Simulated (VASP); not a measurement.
All values below come from LDA (Ceperley-Alder, Perdew-Zunger), VASP's LDA PAW potentials (set 64) (plane waves; VASP).

Input for VASP

**POSCAR**
```
Zr
1.0
  1.5454732067  -2.6768380614   0.0000000000
  1.5454732067   2.6768380614   0.0000000000
  0.0000000000   0.0000000000   5.0315044761
Zr
2
direct
  0.3333330000   0.6666670000   0.2500000000
  0.6666670000   0.3333330000   0.7500000000
```

INCAR:
```
# general
SYSTEM =Zr
PREC   =Accurate
ENCUT  =500   # plane-wave cut-off (eV)
LREAL  =.False.
LASPH  =.True.   # aspherical one-centre terms

# electronic loop
EDIFF  =1E-6   # SCF stop (eV)
NELM   =100
ALGO   =Normal
LMAXMIX=4   # l cut-off of mixed one-centre charges

# smearing
ISMEAR =1   # Methfessel-Paxton
SIGMA  =0.1

# ions
IBRION =2
NSW    =40   # most ionic steps
ISIF   =3   # ions, shape and volume
EDIFFG =-0.02   # ionic stop
PSTRESS=50

# output
LWAVE  =.False.
LCHARG =.False.
```

KPOINTS:
```
Automatic
0
Gamma
 14 14 7
0 0 0
```

POTCAR, in this order: Zr_sv (LDA.64 set). Program: vasp_std.

The run wrote:

### OUTCAR
```
 ion  position               nearest neighbor table
   1  0.333  0.667  0.250-   2 3.08   2 3.08   2 3.08   2 3.08   2 3.08   2 3.08
   2  0.667  0.333  0.750-   1 3.08   1 3.08   1 3.08   1 3.08   1 3.08   1 3.08
  LATTYP: Found a hexagonal cell.
 ALAT       =     3.0909463663
 C/A-ratio  =     1.6278200524
 Subroutine PRICEL returns:
 Original cell was already a primitive cell.
 Subroutine GETGRP returns: Found 24 space group operations
The static configuration has the point symmetry D_3d.
 The point group associated with its full space group is D_6h.
The dynamic configuration has the point symmetry D_3d.
 Subroutine INISYM returns: Found 24 space group operations
 Subroutine IBZKPT returns following result:
 Found     96 irreducible k-points:

 Following reciprocal coordinates:
            Coordinates               Weight
  0.000000  0.000000  0.000000      1.000000
  0.071429  0.000000  0.000000      6.000000
  0.142857  0.000000  0.000000      6.000000
  0.214286  0.000000  0.000000      6.000000
  0.285714  0.000000  0.000000      6.000000
  0.357143  0.000000  0.000000      6.000000
  0.428571  0.000000  0.000000      6.000000
  0.500000  0.000000  0.000000      3.000000
  0.071429  0.071429  0.000000      6.000000
  0.142857  0.071429  0.000000     12.000000
  0.214286  0.071429  0.000000     12.000000
  0.285714  0.071429  0.000000     12.000000
  0.357143  0.071429  0.000000     12.000000
  0.428571  0.071429  0.000000     12.000000
  0.142857  0.142857  0.000000      6.000000
  0.214286  0.142857  0.000000     12.000000
  0.285714  0.142857  0.000000     12.000000
  0.357143  0.142857  0.000000     12.000000
  0.428571  0.142857  0.000000      6.000000
  0.214286  0.214286  0.000000      6.000000
  0.285714  0.214286  0.000000     12.000000
  0.357143  0.214286  0.000000     12.000000
  0.285714  0.285714  0.000000      6.000000
  0.357143  0.285714  0.000000      6.000000
  0.000000  0.000000  0.142857      2.000000
  0.071429  0.000000  0.142857     12.000000
  0.142857  0.000000  0.142857     12.000000
  0.214286  0.000000  0.142857     12.000000
  0.285714  0.000000  0.142857     12.000000
  0.357143  0.000000  0.142857     12.000000
  0.428571  0.000000  0.142857     12.000000
  0.500000  0.000000  0.142857      6.000000
  0.071429  0.071429  0.142857     12.000000
  0.142857  0.071429  0.142857     24.000000
  0.214286  0.071429  0.142857     24.000000
  0.285714  0.071429  0.142857     24.000000
  0.357143  0.071429  0.142857     24.000000
  0.428571  0.071429  0.142857     24.000000
  0.142857  0.142857  0.142857     12.000000
  0.214286  0.142857  0.142857     24.000000
   k-points           NKPTS =     96   k-points in BZ     NKDIM =     96   number of bands    NBANDS=     16
   number of dos      NEDOS =    301   number of ions     NIONS =      2
   total plane-waves  NPLWV =  23040
   dimension x,y,z NGX =    24 NGY =   24 NGZ =   40
   dimension x,y,z NGXF=    48 NGYF=   48 NGZF=   80
   ions per type =               2
   PREC   = accura    normal or accurate (medium, high low for compatibility)
   ISTART =      0    job   : 0-new  1-cont  2-samecut
   ICHARG =      2    charge: 1-file 2-atom 10-const
   ISPIN  =      1    spin polarized calculation?
   LNONCOLLINEAR =      F non collinear calculations
   LSORBIT =      F    spin-orbit coupling
   INIWAV =      1    electr: 0-lowe 1-rand  2-diag
   ENCUT  =  500.0 eV  36.75 Ry    6.06 a.u.   5.64  5.64  9.17*2*pi/ulx,y,z
   NELM   =    100;   NELMIN=  2; NELMDL= -5     # of ELM steps
   EDIFF  = 0.1E-05   stopping-criterion for ELM
   LREAL  =      F    real-space projection
...
```

### OSZICAR
```
       N       E                     dE             d eps       ncg     rms          rms(c)
DAV:   1     0.215384533254E+03    0.21538E+03   -0.13571E+04  3072   0.147E+03
DAV:   2    -0.471584493839E+01   -0.22010E+03   -0.21782E+03  3784   0.418E+02
DAV:   3    -0.189657162573E+02   -0.14250E+02   -0.14129E+02  5904   0.788E+01
DAV:   4    -0.191767824143E+02   -0.21107E+00   -0.21028E+00  3272   0.111E+01
DAV:   5    -0.191824215441E+02   -0.56391E-02   -0.56391E-02  4792   0.120E+00    0.178E+01
DAV:   6    -0.186479918960E+02    0.53443E+00   -0.81521E-01  3232   0.806E+00    0.750E+00
DAV:   7    -0.185483567243E+02    0.99635E-01   -0.56196E-01  4552   0.567E+00    0.108E+00
DAV:   8    -0.185522902226E+02   -0.39335E-02   -0.37652E-02  4048   0.175E+00    0.260E-01
DAV:   9    -0.185525042215E+02   -0.21400E-03   -0.11003E-03  3688   0.359E-01    0.387E-02
DAV:  10    -0.185524829180E+02    0.21304E-04   -0.34801E-05  4624   0.490E-02    0.244E-02
DAV:  11    -0.185524829478E+02   -0.29821E-07   -0.90665E-06  3344   0.405E-02
   1 F= -.17253298E+02 E0= -.17253568E+02  d E =-.172533E+02
       N       E                     dE             d eps       ncg     rms          rms(c)
DAV:   1    -0.185577586782E+02   -0.52758E-02   -0.67506E-02  3440   0.275E+00    0.408E-01
DAV:   2    -0.185562422003E+02    0.15165E-02   -0.47053E-03  3632   0.673E-01    0.128E-01
DAV:   3    -0.185559260643E+02    0.31614E-03   -0.19240E-03  4704   0.346E-01    0.829E-02
DAV:   4    -0.185559682707E+02   -0.42206E-04   -0.87007E-05  3864   0.710E-02    0.325E-02
DAV:   5    -0.185559956887E+02   -0.27418E-04   -0.94202E-05  4744   0.597E-02    0.120E-02
DAV:   6    -0.185559965219E+02   -0.83320E-06   -0.28256E-06  3000   0.157E-02
   2 F= -.17253313E+02 E0= -.17253587E+02  d E =-.146130E-04
       N       E                     dE             d eps       ncg     rms          rms(c)
DAV:   1    -0.185547772431E+02    0.12184E-02   -0.14802E-02  3456   0.129E+00    0.192E-01
DAV:   2    -0.185544429127E+02    0.33433E-03   -0.10243E-03  3512   0.315E-01    0.605E-02
DAV:   3    -0.185543729137E+02    0.69999E-04   -0.42101E-04  4688   0.162E-01    0.387E-02
DAV:   4    -0.185543821845E+02   -0.92707E-05   -0.19642E-05  3864   0.332E-02    0.149E-02
DAV:   5    -0.185543879516E+02   -0.57671E-05   -0.20586E-05  4672   0.280E-02    0.555E-03
DAV:   6    -0.185543881121E+02   -0.16056E-06   -0.57498E-07  2072   0.738E-03
   3 F= -.17253342E+02 E0= -.17253614E+02  d E =-.436423E-04
```

### OUTCAR
```
------------------------ aborting loop because EDIFF is reached ----------------------------------------
  FORCE on cell =-STRESS in cart. coord.  units (eV):
  Direction    XX          YY          ZZ          XY          YZ          ZX
  --------------------------------------------------------------------------------------
  Total        1.2723397      1.2723396      1.3119893      0.0000000      0.0000000      0.0000000
  in kB       48.8967949     48.8967929     50.4205529      0.0000000      0.0000000      0.0000000
  external PRESSURE =      -0.5952864 kB  Pullay stress =      50.0000000 kB
  volume of cell :       41.69
      direct lattice vectors                 reciprocal lattice vectors
     1.545759947 -2.677334708  0.000000000     0.323465491 -0.186752892  0.000000000
     1.545759947  2.677334708  0.000000000     0.323465491  0.186752892  0.000000000
    -0.000000000  0.000000000  5.036844612    -0.000000000  0.000000000  0.198536996
 POSITION                                       TOTAL-FORCE (eV/Angst)
 -----------------------------------------------------------------------------------
      1.54576      0.89245      1.25921         0.000000      0.000000      0.000000
      1.54576     -0.89245      3.77763        -0.000000     -0.000000      0.000000
 -----------------------------------------------------------------------------------
    total drift:                               -0.000000      0.001087     -0.000018
  FREE ENERGIE OF THE ION-ELECTRON SYSTEM (eV)
  ---------------------------------------------------
  free  energy   TOTEN  =       -18.5543881121 eV

  energy  without entropy=      -18.5552039382  energy(sigma->0) =      -18.55466005
  enthalpy is  TOTEN    =       -17.2533420019 eV   P V=        1.3010461102

 reached required accuracy - stopping structural energy minimisation
```
(Selected blocks of OUTCAR.)

CONTCAR:
```
Zr
   1.00000000000000
     1.5457599470974652   -2.6773347084942736    0.0000000000000000
     1.5457599470974652    2.6773347084942736    0.0000000000000000
    -0.0000000000000000    0.0000000000000000    5.0368446119013477
  Zr
     2
Direct
     0.3333330000000032    0.6666669999999968    0.2500000000000000
     0.6666669999999968    0.3333330000000032    0.7500000000000000
```

The compound is Zr in the hcp structure. This run relaxes it under an external pressure of 5 GPa. Symmetry was kept, so distortions that lower it aren't found.
